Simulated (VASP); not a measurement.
Input:

```xyz
2
Lattice="0.0000 2.0689 2.0689 2.0689 0.0000 2.0689 2.0689 2.0689 0.0000" Properties=species:S:1:pos:R:3 pbc="T T T"
Li     0.0000     0.0000     0.0000
F      2.0689     2.0689     2.0689
```

Calculation: RPBE GGA, VASP's PBE PAW potentials (set 64) (plane waves; VASP 6.6.1). Numerical set-up: 520 eV cut-off, 11×11×11 Γ-centred mesh, Gaussian smearing of 0.050 eV, potentials Li_sv F.

### Question
The job: LiF (rock salt), 2 atoms, RPBE, static run, 520 eV, 11×11×11 Γ-centred mesh. Roughly how much core time does it take on a busy server core?

### Answer
About 5 core-seconds (one run on a shared machine, a rough figure). It had 56 irreducible k-points, 9 bands, up to 531 plane waves and 14 electronic steps.

The compound is LiF in the rock salt structure. It was relaxed first, which changed the volume by +8 %.
